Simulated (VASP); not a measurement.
Level of theory: r2SCAN meta-GGA, VASP's PBE PAW potentials (set 64) (plane waves; VASP 6.6.1).

VASP ran on this input.

### INCAR
```
! general
SYSTEM  = FeSb
PREC    = Accurate
ENCUT   = 400   ! plane-wave cut-off (eV)
LREAL   = .FALSE.   ! projection in real space or not
LASPH   = .TRUE.   ! aspherical one-centre terms

! electronic loop
EDIFF   = 1E-6
NELM    = 100   ! most electronic steps
ALGO    = Normal
LMAXMIX = 4   ! l cut-off of mixed one-centre charges
LMIXTAU = .TRUE.

! smearing
ISMEAR  = 1
SIGMA   = 0.1

! functional
METAGGA = R2SCAN

! spin
ISPIN   = 2   ! spin-polarised
MAGMOM  = 2.6 -0.1

! ions
IBRION  = 2   ! conjugate gradients
NSW     = 60   ! most ionic steps
ISIF    = 3
EDIFFG  = -0.01   ! ionic stop

! output
LWAVE   = .FALSE.
LCHARG  = .FALSE.
LORBIT  = 10
```

### POSCAR
```
FeSb
1.0
  3.2706743060   0.0000000000   0.0000000000
  0.0000000000   3.2706743060   0.0000000000
  0.0000000000   0.0000000000   3.2706743060
Fe Sb
1 1
Direct
  0.0000000000   0.0000000000   0.0000000000
  0.5000000000   0.5000000000   0.5000000000
```

File KPOINTS:
```
Automatic
0
Gamma
 10 10 10
```

POTCAR, in this order: Fe Sb (PBE.64 set). Program: vasp_std.

The resulting files:

File OUTCAR:
```
 ion  position               nearest neighbor table
   1  0.000  0.000  0.000-   2 2.83   2 2.83   2 2.83   2 2.83   2 2.83   2 2.83   2 2.83   2 2.83
  LATTYP: Found a simple cubic cell.
 ALAT       =     3.2706743060
 Subroutine PRICEL returns:
 Original cell was already a primitive cell.
 Subroutine GETGRP returns: Found 48 space group operations
The static configuration has the point symmetry O_h .
The dynamic configuration has the point symmetry O_h .
The overall configuration has the point symmetry O_h .
 Subroutine INISYM returns: Found 48 space group operations
 Subroutine IBZKPT returns following result:
 Found     56 irreducible k-points:

 Following reciprocal coordinates:
            Coordinates               Weight
  0.000000  0.000000  0.000000      1.000000
  0.100000  0.000000  0.000000      6.000000
  0.200000  0.000000  0.000000      6.000000
  0.300000  0.000000  0.000000      6.000000
  0.400000  0.000000  0.000000      6.000000
  0.500000  0.000000  0.000000      3.000000
  0.100000  0.100000  0.000000     12.000000
  0.200000  0.100000  0.000000     24.000000
  0.300000  0.100000  0.000000     24.000000
  0.400000  0.100000  0.000000     24.000000
  0.500000  0.100000  0.000000     12.000000
  0.200000  0.200000  0.000000     12.000000
  0.300000  0.200000  0.000000     24.000000
  0.400000  0.200000  0.000000     24.000000
  0.500000  0.200000  0.000000     12.000000
  0.300000  0.300000  0.000000     12.000000
  0.400000  0.300000  0.000000     24.000000
  0.500000  0.300000  0.000000     12.000000
  0.400000  0.400000  0.000000     12.000000
  0.500000  0.400000  0.000000     12.000000
  0.500000  0.500000  0.000000      3.000000
  0.100000  0.100000  0.100000      8.000000
  0.200000  0.100000  0.100000     24.000000
  0.300000  0.100000  0.100000     24.000000
...
```

### OSZICAR
```
       N       E                     dE             d eps       ncg     rms          rms(c)
DAV:   1     0.249621109065E+02    0.24962E+02   -0.48886E+03  2496   0.942E+02
DAV:   2    -0.388672381327E+02   -0.63829E+02   -0.60134E+02  2529   0.206E+02
DAV:   3    -0.413466829230E+02   -0.24794E+01   -0.23754E+01  2983   0.479E+01
DAV:   4    -0.413952740526E+02   -0.48591E-01   -0.48412E-01  2840   0.651E+00
DAV:   5    -0.413964232515E+02   -0.11492E-02   -0.11491E-02  3040   0.111E+00    0.125E+01
DAV:   6    -0.434024861808E+02   -0.20061E+01   -0.47041E+01  2892   0.123E+02    0.271E+01
DAV:   7    -0.388823008374E+02    0.45202E+01   -0.23457E+01  3003   0.777E+01    0.399E+00
DAV:   8    -0.389566049325E+02   -0.74304E-01   -0.63867E-01  3059   0.789E+00    0.203E+00
DAV:   9    -0.389706610848E+02   -0.14056E-01   -0.76310E-02  2942   0.308E+00    0.107E+00
DAV:  10    -0.389692019001E+02    0.14592E-02   -0.23886E-02  3312   0.270E+00    0.403E-01
DAV:  11    -0.389701584033E+02   -0.95650E-03   -0.42818E-03  2914   0.578E-01    0.119E-01
DAV:  12    -0.389702469509E+02   -0.88548E-04   -0.42856E-04  3062   0.244E-01    0.509E-02
DAV:  13    -0.389702742911E+02   -0.27340E-04   -0.54035E-05  2765   0.993E-02    0.355E-02
DAV:  14    -0.389702800460E+02   -0.57549E-05   -0.17842E-05  2967   0.427E-02    0.170E-02
DAV:  15    -0.389702793678E+02    0.67825E-06   -0.38216E-06  2609   0.243E-02
   1 F= -.38970279E+02 E0= -.38969944E+02  d E =-.389703E+02  mag=     2.3221
       N       E                     dE             d eps       ncg     rms          rms(c)
DAV:   1    -0.389772918994E+02   -0.70119E-02   -0.10696E-01  2733   0.629E+00    0.832E-01
DAV:   2    -0.389863539846E+02   -0.90621E-02   -0.14807E-01  2983   0.740E+00    0.148E+00
DAV:   3    -0.389705527723E+02    0.15801E-01   -0.56700E-02  3004   0.472E+00    0.146E-01
DAV:   4    -0.389705664975E+02   -0.13725E-04   -0.11152E-03  2738   0.315E-01    0.903E-02
DAV:   5    -0.389704982183E+02    0.68279E-04   -0.12512E-04  2719   0.967E-02    0.272E-02
DAV:   6    -0.389704973916E+02    0.82671E-06   -0.14421E-05  3132   0.668E-02    0.124E-02
DAV:   7    -0.389704983120E+02   -0.92037E-06   -0.91973E-07  1336   0.114E-02
   2 F= -.38970498E+02 E0= -.38970213E+02  d E =-.218944E-03  mag=     2.3123
       N       E                     dE             d eps       ncg     rms          rms(c)
DAV:   1    -0.389712798971E+02   -0.78251E-03   -0.10980E-02  2730   0.202E+00    0.267E-01
DAV:   2    -0.389722380736E+02   -0.95818E-03   -0.15425E-02  2991   0.238E+00    0.480E-01
DAV:   3    -0.389705742921E+02    0.16638E-02   -0.58751E-03  2993   0.151E+00    0.439E-02
DAV:   4    -0.389705752352E+02   -0.94314E-06   -0.10491E-04  2604   0.910E-02    0.294E-02
DAV:   5    -0.389705660744E+02    0.91608E-05   -0.10335E-05  2838   0.349E-02    0.894E-03
DAV:   6    -0.389705656588E+02    0.41561E-06   -0.94589E-07  1359   0.182E-02
   3 F= -.38970566E+02 E0= -.38970269E+02  d E =-.286291E-03  mag=     2.3151
```

**OUTCAR**
```
------------------------ aborting loop because EDIFF is reached ----------------------------------------
  FORCE on cell =-STRESS in cart. coord.  units (eV):
  Direction    XX          YY          ZZ          XY          YZ          ZX
  --------------------------------------------------------------------------------------
  Total        0.0034436      0.0034436      0.0034436      0.0000000      0.0000000      0.0000000
  in kB        0.1585231      0.1585231      0.1585231      0.0000000      0.0000000      0.0000000
  external PRESSURE =       0.1585231 kB  Pullay stress =       0.0000000 kB
  volume of cell :       34.80
      direct lattice vectors                 reciprocal lattice vectors
     3.264964418 -0.000000000  0.000000000     0.306282051  0.000000000 -0.000000000
    -0.000000000  3.264964418  0.000000000     0.000000000  0.306282051 -0.000000000
     0.000000000  0.000000000  3.264964418    -0.000000000 -0.000000000  0.306282051
 POSITION                                       TOTAL-FORCE (eV/Angst)
 -----------------------------------------------------------------------------------
      0.00000      0.00000      0.00000         0.000000      0.000000      0.000000
      1.63248      1.63248      1.63248        -0.000000     -0.000000      0.000000
 -----------------------------------------------------------------------------------
    total drift:                               -0.000000      0.000000      0.000000
  FREE ENERGIE OF THE ION-ELECTRON SYSTEM (eV)
  ---------------------------------------------------
  free  energy   TOTEN  =       -38.9705656588 eV

  energy  without entropy=      -38.9696766380  energy(sigma->0) =      -38.97026932

 total charge

# of ion       s       p       d       tot
------------------------------------------
    1        0.336   0.339   6.278   6.953
    2        1.169   1.190   0.082   2.441
--------------------------------------------------
tot          1.504   1.529   6.360   9.394

 magnetization (x)

# of ion       s       p       d       tot
------------------------------------------
    1        0.016  -0.005   2.611   2.621
    2        0.037  -0.110  -0.018  -0.091
--------------------------------------------------
tot          0.053  -0.115   2.593   2.530

 reached required accuracy - stopping structural energy minimisation
```
(Selected blocks of OUTCAR.)

### CONTCAR
```
FeSb
   1.00000000000000
     3.2649644180512407   -0.0000000000000000    0.0000000000000000
    -0.0000000000000000    3.2649644180512407    0.0000000000000000
     0.0000000000000000    0.0000000000000000    3.2649644180512407
  Fe              Sb
     1     1
Direct
     0.0000000000000000    0.0000000000000000    0.0000000000000000
     0.5000000000000000    0.5000000000000000    0.5000000000000000
```

The structure was generated: FeSb was put into the CsCl type type (Pm-3m), which need not be its known phase. This run relaxes it. Symmetry was kept, so distortions that lower it aren't found. The start is the result of an earlier pass.
